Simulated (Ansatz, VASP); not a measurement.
# Cross-check of Ti (Titanium) between VASP and Ansatz, part 2 of 2

Aim: how closely do two programs agree when they are given the same cell, functional and k mesh? The cell is taken from a series of runs on this material, whose earlier steps may have relaxed, scaled, displaced or heated it; both programs get it as it stands.

VASP 6.6.1 and Ansatz 0.2.0.

So far: The starting structure; Ansatz: relaxation of cell and atoms, PBEsol; VASP: relaxation of cell and atoms, PBEsol; Side by side.

### 5. VASP: zone-centre phonons, PBEsol

Level of this step: PBEsol; plane waves and PAW (Ti_sv) (VASP).

Second derivatives magnify differences that forces hide, and they need a tight electronic threshold.

The input, INCAR:

```
SYSTEM = Ti
PREC = Accurate
ENCUT = 500
EDIFF = 1E-08
NELM = 120
ISMEAR = 1
SIGMA = 0.2
LREAL = .FALSE.
ALGO = Normal
GGA = PS
NBANDS = 18
LASPH = .TRUE.
LORBIT = 11
LWAVE = .FALSE.
LCHARG = .FALSE.
ISIF = 2
IBRION = 8
GGA_COMPAT = .FALSE.
KPAR = 2
```

The input, POSCAR:

```
Ti
1.0
    2.9004354600      0.0000000000      0.0000000000
   -1.4502177300      2.5118507904      0.0000000000
    0.0000000000      0.0000000000      4.5884865610
Ti
2
Direct
    0.3333333333      0.6666666667      0.2500000000
    0.6666666667      0.3333333333      0.7500000000
```

The input, KPOINTS:

```
Automatic mesh
0
Gamma
21 21 12
0 0 0
```

Potentials, in the order of the species: Ti_sv (PBE family, release 64).

Started as:

```bash
$ mpirun -np 2 vasp_std
```

Numbers of over 12 decimals in the logs are rounded to 6 here.

The program printed:

```text
[banner, memory and clock lines left out]
running    2 mpi-ranks, on    1 nodes
[...]
[... a notice as in an earlier step ...]

 LDA part: xc-table for (Slater+PW92), standard interpolation
 POSCAR, INCAR and KPOINTS ok, starting setup
[...]
entering main loop
       N       E                     dE             d eps       ncg     rms          rms(c)
DAV:   1     0.252935705334E+03    0.25294E+03   -0.12988E+04 12120   0.163E+03
DAV:   2     0.106711302619E+02   -0.24226E+03   -0.23909E+03 12282   0.450E+02
DAV:   3    -0.177241724217E+02   -0.28395E+02   -0.28070E+02 22854   0.127E+02
DAV:   4    -0.188607238112E+02   -0.11366E+01   -0.11357E+01 13796   0.264E+01
[...]
DAV:  13    -0.166769338390E+02   -0.60603E-07   -0.14009E-06 14770   0.107E-02    0.459E-04
DAV:  14    -0.166769339467E+02   -0.10761E-06   -0.22650E-07 18976   0.293E-03    0.757E-04
DAV:  15    -0.166769339375E+02    0.91372E-08   -0.28412E-08 12616   0.139E-03
   1 F= -.16676934E+02 E0= -.16678423E+02  d E =0.446648E-02
[...]
RMM:  24    -0.546369029418E+00    0.71162E-08   -0.24183E-07142756   0.259E-04    0.780E-06
RMM:  25    -0.546369024055E+00    0.53629E-08   -0.29995E-07136452   0.244E-04    0.703E-06
RMM:  26    -0.546369027970E+00   -0.39154E-08   -0.99791E-08123252   0.232E-04    0.672E-06
 first order change of Fermi-energy   0.48690E-04
 force on displaced ion       1 direction 1 :  -1.418  -0.000   0.000
 Linear response progress:
  Degree of freedom:   2/  2
       N       E                     dE             d eps       ncg     rms          rms(c)
RMM:   1    -0.677244412046E+00   -0.67724E+00    0.31199E+01 18824   0.146E+02
RMM:   2    -0.641047215813E+00    0.36197E-01   -0.34851E-01 35038   0.480E+00    0.292E-01
RMM:   3    -0.639154689619E+00    0.18925E-02   -0.25401E-02 38209   0.130E+00    0.130E-01
RMM:   4    -0.640347023991E+00   -0.11923E-02   -0.10292E-02 43912   0.583E-01    0.500E-02
[...]
RMM:  29    -0.642170706866E+00    0.19080E-07   -0.63592E-07 46693   0.260E-04    0.380E-06
RMM:  30    -0.642170701899E+00    0.49666E-08   -0.64144E-07 46044   0.250E-04    0.386E-06
RMM:  31    -0.642170698643E+00    0.32559E-08   -0.61873E-07 45388   0.242E-04    0.377E-06
 first order change of Fermi-energy  -0.17353E-03
 force on displaced ion       1 direction 3 :   0.000  -0.000  -3.295
 Linear response finished
```

Parts of OUTCAR (step 5):

```text
  Total       -0.0652542     -0.0652542     -0.0674841      0.0000000     -0.0000000      0.0000000
  in kB       -3.1274675     -3.1274675     -3.2343375      0.0000000     -0.0000000      0.0000000
  external PRESSURE =      -3.1630908 kB  Pullay stress =       0.0000000 kB

 POSITION                                       TOTAL-FORCE (eV/Angst)
 -----------------------------------------------------------------------------------
     -0.00000      1.67457      1.14712         0.000000     -0.000000      0.000000
      1.45022      0.83728      3.44136        -0.000000      0.000000      0.000000
 -----------------------------------------------------------------------------------
    total drift:                               -0.000000      0.000000     -0.000000

[... 1 part as in an earlier step ...]

[... 1 further part left out ...]
```

### 6. Ansatz: zone-centre phonons, PBEsol

The same cell, functional, mesh and smearing now go to Ansatz, which takes its cutoff from its data sets.

The cell is taken from a series of runs on this material, whose earlier steps may have relaxed, scaled, displaced or heated it; both programs get it as it stands.

The input, input.yaml:

```yaml
crystal:
  lattice:
    - [2.90043546, 0.0, 0.0]
    - [-1.45021773, 2.5118507904, 0.0]
    - [0.0, 0.0, 4.588486561]
  atoms:
    - { symbol: Ti, position: [0.3333333333, 0.6666666667, 0.25] }
    - { symbol: Ti, position: [0.6666666667, 0.3333333333, 0.75] }
kpoints:
  mp_grid: { grid: [21, 21, 12] }
hamiltonian:
  xc: pbesol
  pseudopotentials: { kind: paw, azcp: { folder: soft_1 }, xc_functional: pbe }
scf:
  occupations: { method: methfessel_paxton, width: 0.2 }
output:
  eigenvalues: true
phonons:
  method: dfpt
```

Started as:

```bash
$ ansatz run input.yaml --threads 4 --pin off --max-ram 8192MiB --backend cpu --events-out ev --progress --plain --runs-dir out
```

The program printed:

```text
zone centre: on kpoints.mp_grid the ground state, and the responses unless they are solved on pairs of k-points, stand on 847 of the mesh's 5292 k-points, reduced under 4 symmetry operations, with k and −k counted as one. Each operation leaves every solved displacement unchanged or reverses it
[...]
Crystal: 2 atoms, lattice volume = 33.429 Å³
[...]
k mesh reduced under 4 symmetry operations, with k and −k counted as one. Each operation leaves every solved displacement unchanged or reverses it
  ASR residual: 6.088e-6 → 0.000e0 eV/Å²; symmetrization residual: 4.392e-13 eV/Å²
  ASR residual per site (eV/Å²): 6.09e-6 6.09e-6
  Γ frequencies (cm⁻¹): 0.00 0.00 0.00 127.38 127.38 192.88
  non-analytic LO–TO correction: not included (Born effective charges unavailable; polar crystals: no LO–TO splitting at Γ)
[key lines of the parts left out:]
SCF converged after 8 iterations
Free energy (F): -4947.798710 eV
Fermi energy:    13.786992 eV
```

### 7. Side by side

The two programs side by side:

| quantity | Ansatz | VASP | difference |
| --- | --- | --- | --- |
| optical mode 1 to 2 (cm⁻¹) | 127.4 | 126.9 | +0.38 % |
| optical mode 3 (cm⁻¹) | 192.9 | 193.4 | -0.29 % |

Modes are paired by rising frequency, not by their patterns, so a pair may set unlike modes beside each other; they are those without the splitting of longitudinal modes.

### 8. Results

| Property | Result |
| --- | --- |
| difference in volume (relaxation of cell and atoms, PBEsol) | 0.26 % |
| r.m.s. difference of the optical zone-centre modes, each program's sorted by frequency (zone-centre phonons, PBEsol) | 0.51 cm⁻¹ |

**Reading.** The difference in volume is 0.26 % (relaxation of cell and atoms, PBEsol), within the 1.2 % picked in this series as the mark of a large difference, as far as the stopping tolerances let one tell. How closely two codes agree says nothing of how well the functional describes the real material.

[Lines on the potential files, build, host, timing and source positions are cut from VASP's logs without a mark.]

[Logs are printed without paths, hosts, clocks, repeated set-up lines and the standing remarks that a program may print on its own settings, such as how far it seeks lower states.]

[Hosts, paths, dates, database ids (printed as entryN), source tags and the programs' standing remarks are cut or masked in the printed files.]
